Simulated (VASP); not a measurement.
Output of a VASP run:

File OSZICAR:
```
...
DAV:  22    -0.814042796407E+02    0.12248E-03   -0.19157E-04   860   0.878E-02    0.294E-01
DAV:  23    -0.814042310375E+02    0.48603E-04   -0.17123E-04   908   0.659E-02    0.224E-01
DAV:  24    -0.814042171260E+02    0.13912E-04   -0.39269E-05   641   0.335E-02    0.192E-01
DAV:  25    -0.814042002270E+02    0.16899E-04   -0.14492E-05   532   0.359E-02    0.163E-01
DAV:  26    -0.814041718992E+02    0.28328E-04   -0.10702E-04   868   0.570E-02    0.108E-01
DAV:  27    -0.814041826478E+02   -0.10749E-04   -0.50696E-05   668   0.411E-02    0.776E-02
DAV:  28    -0.814041703504E+02    0.12297E-04   -0.35863E-05   668   0.496E-02    0.403E-02
DAV:  29    -0.814041691705E+02    0.11800E-05   -0.33662E-05   595   0.379E-02
  11 F= -.81404169E+02 E0= -.81404169E+02  d E =-.128130E-02
       N       E                     dE             d eps       ncg     rms          rms(c)
DAV:   1    -0.813934007247E+02    0.10770E-01   -0.40280E+00   602   0.105E+01    0.332E-01
DAV:   2    -0.814043013546E+02   -0.10901E-01   -0.11692E-01   924   0.269E+00    0.688E-01
DAV:   3    -0.814048380494E+02   -0.53669E-03   -0.62115E-03  1166   0.430E-01    0.663E-01
DAV:   4    -0.814046994751E+02    0.13857E-03   -0.57520E-04  1052   0.144E-01    0.643E-01
DAV:   5    -0.814046844562E+02    0.15019E-04   -0.67315E-03   873   0.455E-01    0.693E-01
DAV:   6    -0.814033113384E+02    0.13731E-02   -0.77791E-03   892   0.577E-01    0.542E-01
DAV:   7    -0.814038445933E+02   -0.53325E-03   -0.11481E-02   932   0.587E-01    0.527E-01
DAV:   8    -0.814037951524E+02    0.49441E-04   -0.70620E-04  1020   0.174E-01    0.506E-01
DAV:   9    -0.814037989429E+02   -0.37905E-05   -0.11282E-04   916   0.582E-02    0.498E-01
DAV:  10    -0.814038095936E+02   -0.10651E-04   -0.74147E-05   812   0.604E-02    0.438E-01
DAV:  11    -0.814036210527E+02    0.18854E-03   -0.66149E-04   873   0.156E-01    0.322E-01
DAV:  12    -0.814036098982E+02    0.11155E-04   -0.23033E-04   894   0.870E-02    0.298E-01
DAV:  13    -0.814035833141E+02    0.26584E-04   -0.18073E-05   531   0.263E-02    0.275E-01
DAV:  14    -0.814035491817E+02    0.34132E-04   -0.21168E-05   580   0.318E-02    0.254E-01
DAV:  15    -0.814034966487E+02    0.52533E-04   -0.84420E-05   876   0.473E-02    0.206E-01
DAV:  16    -0.814034806188E+02    0.16030E-04   -0.13731E-05   523   0.262E-02    0.188E-01
DAV:  17    -0.814034811065E+02   -0.48776E-06   -0.38671E-06   496   0.197E-02
  12 F= -.81403481E+02 E0= -.81403481E+02  d E =-.593239E-03
       N       E                     dE             d eps       ncg     rms          rms(c)
DAV:   1    -0.813988387837E+02    0.46418E-02   -0.24199E+00   602   0.813E+00    0.234E-01
DAV:   2    -0.814051987970E+02   -0.63600E-02   -0.71056E-02   924   0.204E+00    0.474E-01
DAV:   3    -0.814051476421E+02    0.51155E-04   -0.41778E-03  1156   0.377E-01    0.427E-01
DAV:   4    -0.814052130768E+02   -0.65435E-04   -0.38258E-04  1068   0.118E-01    0.437E-01
DAV:   5    -0.814046906395E+02    0.52244E-03   -0.49571E-03   908   0.392E-01    0.188E-01
DAV:   6    -0.814043533025E+02    0.33734E-03   -0.33681E-03   924   0.396E-01    0.174E-01
DAV:   7    -0.814043395450E+02    0.13758E-04   -0.78408E-04   972   0.175E-01    0.114E-01
DAV:   8    -0.814043001929E+02    0.39352E-04   -0.17131E-04   841   0.791E-02    0.940E-02
DAV:   9    -0.814042669334E+02    0.33259E-04   -0.11070E-04   724   0.566E-02    0.660E-02
DAV:  10    -0.814042580040E+02    0.89294E-05   -0.55357E-05   684   0.502E-02
  13 F= -.81404258E+02 E0= -.81404258E+02  d E =-.137014E-02
```

OUTCAR:
```
------------------------ aborting loop because EDIFF is reached ----------------------------------------
  FORCE on cell =-STRESS in cart. coord.  units (eV):
  Direction    XX          YY          ZZ          XY          YZ          ZX
  --------------------------------------------------------------------------------------
  Total       -6.5349652     -6.5349646     -1.0959122      0.0000000     -0.0000000      0.0000000
  in kB      -34.1340368    -34.1340338     -5.7242704      0.0000000     -0.0000000      0.0000000
  external PRESSURE =     -24.6641137 kB  Pullay stress =       0.0000000 kB
  volume of cell :      306.74
      direct lattice vectors                 reciprocal lattice vectors
     3.816674387  0.000000000  0.000000000     0.262008204  0.151270514  0.000000000
    -1.908337193  3.305336828  0.000000000     0.000000000  0.302541027  0.000000000
     0.000000000  0.000000000 24.314501828     0.000000000  0.000000000  0.041127719
 POSITION                                       TOTAL-FORCE (eV/Angst)
 -----------------------------------------------------------------------------------
      1.90834      1.10178      8.30806        -0.000000      0.000000      0.009345
     -0.00000      2.20356     11.36426         0.000000     -0.000000      0.018357
     -0.00000      0.00000      9.84665        -0.000000      0.000000     -0.003885
      0.00000      0.00000     14.46785        -0.000000     -0.000000      0.003885
      1.90834      1.10178     12.95024        -0.000000      0.000000     -0.018357
     -0.00000      2.20356     16.00644         0.000000      0.000000     -0.009345
     -0.00000      2.20356      9.06319         0.000000      0.000000     -0.014765
      0.00000      0.00000     12.15725        -0.000000      0.000000     -0.000000
      1.90834      1.10178     15.25131         0.000000      0.000000      0.014765
 -----------------------------------------------------------------------------------
    total drift:                                0.000000      0.000000      0.000000
  FREE ENERGIE OF THE ION-ELECTRON SYSTEM (eV)
  ---------------------------------------------------
  free  energy   TOTEN  =       -81.4042580040 eV

  energy  without entropy=      -81.4042580040  energy(sigma->0) =      -81.40425800

 reached required accuracy - stopping structural energy minimisation
```
(Selected blocks of OUTCAR.)

POSCAR:
```
CeO2(111) slab
1
    3.8166743866     0.0000000000     0.0000000000
   -1.9083371933     3.3053368283    -0.0000000000
   -0.0000000000    -0.0000000000    24.3145018279
O Ce
6 3
Direct
  0.6666670000   0.3333330000   0.3397920000
  0.3333330000   0.6666670000   0.4679580000
  0.0000000000   0.0000000000   0.4038750000
  0.0000000000   0.0000000000   0.5961250000
  0.6666670000   0.3333330000   0.5320420000
  0.3333330000   0.6666670000   0.6602080000
  0.3333330000   0.6666670000   0.3718340000
  0.0000000000   0.0000000000   0.5000000000
  0.6666670000   0.3333330000   0.6281660000
```

Problem. Reconstruct the remaining input files.

Solution. Several could match; the one computed here: the input of the run itself, PBEsol GGA, plane waves, VASP's PBE PAW potentials (set 64).

### INCAR
```
SYSTEM  =  CeO2(111) slab
PREC  =  Normal; ENCUT  =  450; LREAL  =  .FALSE.
LASPH  =  .TRUE.
EDIFF  =  1E-5; NELM  =  100; NELMIN  =  4
ALGO  =  Normal; LMAXMIX  =  6
ISMEAR  =  0; SIGMA  =  0.05
GGA  =  PS
IBRION  =  2; NSW  =  50; ISIF  =  2
EDIFFG  =  -0.03
LWAVE  =  .TRUE.; LCHARG  =  .FALSE.
DIPOL  =  0.5 0.5 0.5
LDIPOL  =  .TRUE.; IDIPOL  =  3
```

**KPOINTS**
```
Automatic mesh
0
Gamma
6 6 1
0 0 0
```

POTCAR, in this order: O Ce (PBE.64 set). Program: vasp_std.

At this cut-off the stress carries a Pulay error, which pulls relaxed volumes low.

The cell is a thin slab with vacuum, built from CeO2 (fluorite): (111) face. The run is not spin-polarised, so no magnetic state was tried.
